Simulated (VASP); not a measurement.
TlIO3:

```
Tl I O
1.0
     4.24967    0.00000    0.00000
     0.00000    4.24967    0.00000
     0.00000    0.00000    4.24967
Tl I O
1 1 3
Direct
  0.00000 0.00000 0.00000
  0.50000 0.50000 0.50000
  0.50000 0.00000 0.50000
  0.50000 0.50000 0.00000
  0.00000 0.50000 0.50000
```

The cell comes from a database or a generator and needn't be the stable form of this composition.

```yaml
Program: VASP 6.6.1
Task: relaxation of cell and atoms
Functional: LDA
Potentials_or_basis: VASP PAW LDA potentials, release 64 (Tl_d, I, O)
Cutoff: 600 eV
k_mesh: 4 × 4 × 4
Occupations: fermi-dirac, width 0.05 eV
Spin: no spin polarisation
```

At the start: pressure -7.7 GPa; volume 15.35 Å³/atom.

How do energy, volume and symmetry change on relaxing?

Over 3 steps the energy falls by 25.2 meV/atom and the volume is 14.37 Å³/atom (-6.4 %); space group Pm-3m (No. 221, to 0.05 Å).

Step by step:
```
step  energy change (eV)  largest force (eV/Å)  pressure (GPa)  volume (Å³)
   1              0.0000                0.0000           -7.68        76.75
   2             -0.0670                0.0000            6.56        68.87
   3             -0.1258                0.0000           -0.03        71.87
```

Final structure:
```
Tl I O
1.0
     4.15768    0.00000    0.00000
     0.00000    4.15768    0.00000
     0.00000    0.00000    4.15768
Tl I O
1 1 3
Cartesian
  0.0000 0.0000 0.0000
  2.0788 2.0788 2.0788
  2.0788 0.0000 2.0788
  2.0788 2.0788 0.0000
  0.0000 2.0788 2.0788
```

Caveat: the k mesh is coarse (spacing up to 0.37 Å⁻¹), so the values aren't converged.
